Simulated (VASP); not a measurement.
The system is Mo.

```
Mo
1.0
    -1.57342    1.57342    1.57342
     1.57342   -1.57342    1.57342
     1.57342    1.57342   -1.57342
Mo
1
Cartesian
  0.0000 0.0000 0.0000
```

* Program: VASP 6.6.1
* Task: relaxation of cell and atoms
* Functional: PBEsol
* Potentials or basis: VASP PAW PBE potentials, release 64 (Mo_sv)
* Cutoff: 520 eV
* k mesh: 18 × 18 × 18
* Occupations: gaussian, width 0.1 eV
* Spin: no spin polarisation

At the start: pressure -4.0 GPa; volume 15.58 Å³/atom.

Problem. How do energy, volume and symmetry change on relaxing?

Solution. Over 4 steps the energy falls by 2.9 meV/atom and the volume is 15.35 Å³/atom (-1.5 %); space group Im-3m (No. 229, to 0.05 Å).

The path:
```
step  energy change (eV)  largest force (eV/Å)  pressure (GPa)  volume (Å³)
   1              0.0000                0.0000           -4.03        15.58
   2              0.0221                0.0000           13.07        14.71
   3             -0.0029                0.0000           -0.07        15.36
   4             -0.0029                0.0000            0.02        15.35
```

Final structure:
```yaml
crystal:
  lattice:
    - [-1.56563, 1.56563, 1.56563]
    - [1.56563, -1.56563, 1.56563]
    - [1.56563, 1.56563, -1.56563]
  atoms:
    - { symbol: Mo, position: [0.00000, 0.00000, 0.00000] }
```

Caveat: the PAW data sets were made with another functional, which shifts forces and pressure a little.
